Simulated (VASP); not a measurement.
Data:

```xyz
4
Lattice="3.8659 0.0000 0.0000 -1.9330 3.3480 0.0000 0.0000 0.0000 7.5390" Properties=species:S:1:pos:R:3 pbc="T T T"
Ru     0.0000     2.2320     0.1063
Ru     1.9330     1.1160     3.8758
Te     0.0000     2.2320     2.7208
Te     1.9330     1.1160     6.4903
```

These are r2SCAN meta-GGA, VASP's PBE PAW potentials (set 64) (plane waves; VASP) values and carry that method's errors. Numerical set-up: 400 eV cut-off, 10×10×5 Γ-centred mesh, tetrahedra with Blöchl corrections, potentials Ru_pv Te.

For a metal the tetrahedron method with Blöchl corrections gives inexact stress and forces. Unless said otherwise, spin-orbit coupling is left out, though it shifts the bands of the heavy elements here.

Problem. Predict the energy per atom (σ→0), largest force, band gap (over mesh and band path) with the smallest direct gap where there is one.

Solution. 
The band gap (over mesh and band path) is none (metal, semimetal or under 0.01 eV). The energy per atom (σ→0) is -25.117 eV/atom and the largest force is 0.091 eV/Å.

Only differences to runs with the same potentials and settings are physical.

The structure was generated: RuTe was put into the wurtzite type (P6_3mc), which need not be its known phase. It was relaxed first, which changed the volume by -31 %.
